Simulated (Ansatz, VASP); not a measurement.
**One calculation of BPb2, two programs**

The input POSCAR:

```
BPb2
1.0
    3.3626222638      0.0000000000      0.0000000000
   -1.6813111319      2.9121163038      0.0000000000
    0.0000000000      0.0000000000     13.0792216976
B Pb
2 4
Direct
    0.3333333333      0.6666666667      0.2500000000
    0.6666666667      0.3333333333      0.7500000000
    0.3333333333      0.6666666667      0.6275000000
    0.6666666667      0.3333333333      0.1275000000
    0.3333333333      0.6666666667      0.8725000000
    0.6666666667      0.3333333333      0.3725000000
```

File INCAR.step1:

```
SYSTEM = BPb2
PREC = Accurate ; ENCUT = 520
ISMEAR = 0 ; SIGMA = 0.1
LREAL = .FALSE. ; LASPH = .TRUE.
NELM = 60 ; NBANDS = 40
GGA = PE ; ALGO = Normal
EDIFF = 1E-4 ; LWAVE = .TRUE.
LCHARG = .FALSE.
```

The input INCAR.step2:

```
SYSTEM = BPb2
PREC = Accurate ; ENCUT = 520
EDIFF = 1E-6 ; ISMEAR = 0
SIGMA = 0.1 ; LREAL = .FALSE.
LASPH = .TRUE. ; NELM = 60
ALGO = Normal ; ISIF = 2
LWAVE = .FALSE. ; LCHARG = .FALSE.
METAGGA = R2SCAN ; LMIXTAU = .TRUE.
NBANDS = 40 ; ISTART = 1
```

The input KPOINTS:

```
Automatic mesh
0
G
  6 6 2
  0 0 0
```

Input for Ansatz:

```yaml
crystal:
  lattice:
    - [3.3626222638, 0.0, 0.0]
    - [-1.6813111319, 2.9121163038, 0.0]
    - [0.0, 0.0, 13.0792216976]
  atoms:
    - { symbol: B, position: [0.3333333333, 0.6666666667, 0.25] }
    - { symbol: B, position: [0.6666666667, 0.3333333333, 0.75] }
    - { symbol: Pb, position: [0.3333333333, 0.6666666667, 0.6275] }
    - { symbol: Pb, position: [0.6666666667, 0.3333333333, 0.1275] }
    - { symbol: Pb, position: [0.3333333333, 0.6666666667, 0.8725] }
    - { symbol: Pb, position: [0.6666666667, 0.3333333333, 0.3725] }
basis:
  ecutwfc: 500
kpoints:
  mp_grid: { grid: [6, 6, 2] }
hamiltonian:
  xc: r2scan
scf:
  occupations: { method: gaussian, width: 0.1 }
  lower_state_search: "off"
output:
  forces: true
  stress: true
  eigenvalues: true
```

Alike in both runs: task single point; functional r2SCAN; k mesh 6 × 6 × 2; occupations gaussian, width 0.1 eV; no spin polarisation.

|  | VASP | Ansatz |
| --- | --- | --- |
| version | VASP 6.6.1 | Ansatz 0.2.0 |
| potentials or method | VASP PAW PBE potentials, release 64 (B, Pb_d) | scalar-relativistic, plane waves, PAW |
| plane-wave cutoff (eV) | 520 | 500 |
| valence electrons in the cell | 62 | 62 |

```tsv
	VASP	Ansatz	Ansatz less VASP
gap on the k mesh at the Fermi level (eV)	none	none	-
pressure (GPa)	10.4	10.3	-0.09
largest component of the traceless stress (GPa)	7.68	7.67	-0.003
rms of the force components (eV/Å)	0.038	0.030	-0.0084
```

Atom by atom the forces differ by 0.008 eV/Å (rms over components). A gap of «none» marks a metal or a gap that the smearing closes. With one functional, cell and mesh, what is left measures potentials, basis and numerics.

Caveats: the PAW data sets were made with another functional, which shifts forces and pressure a little (VASP). Spin-orbit coupling is left out, which matters for the levels of Pb.
